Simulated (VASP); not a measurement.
Data:

```
CELL_PARAMETERS angstrom
      0.00000     2.64425     2.64425
      2.64425     0.00000     2.64425
      2.64425     2.64425     0.00000
ATOMIC_POSITIONS crystal
  Ge 0.00000 0.00000 0.00000
  Mn 0.50000 0.50000 0.50000
```
Starting moments (μB, in the order of the record's atoms Ge Mn): 0.0 4.0.

The numbers are results of PBEsol GGA, VASP's PBE PAW potentials (set 64) (plane waves; VASP), not measurements. Numerical set-up: 400 eV cut-off, 11×11×11 Γ-centred mesh, first-order Methfessel-Paxton smearing of 0.10 eV, potentials Ge_d Mn_pv.

Energy and stress use the plane-wave basis of the starting cell. The moments were started parallel, and other spin orders were not tried in this run.

Q: The ions, cell shape and volume are relaxed. Predict the relaxed structure.

A: 
```
CELL_PARAMETERS angstrom
      0.00000     2.47106     2.47106
      2.47106     0.00000     2.47106
      2.47106     2.47106     0.00000
ATOMIC_POSITIONS crystal
  Ge 0.00000 0.00000 0.00000
  Mn 0.50000 0.50000 0.50000
```
Space group Fm-3m (225), at a tolerance of 0.03 Å. The cell ends with 2.77 μB, on the sites -0.14 2.86 μB.

Q: How do energy and volume change from the first to the last step?

A: The energy (σ→0) changes by -161.2 meV/atom and the volume by -18.4 %, in 4 ionic steps.

```tsv
step	E(σ→0) (eV)	max force (eV/Å)	pressure (GPa)	volume (Å³)
1	-13.9551	0.000	-12.97	36.98
2	-14.2710	0.000	2.80	29.53
3	-14.2774	0.000	-0.29	30.30
4	-14.2775	0.000	-0.04	30.18
```

The structure was generated: MnGe was put into the rocksalt type (Fm-3m), which need not be its known phase. This run relaxes it. Symmetry was kept, so distortions that lower it aren't found.
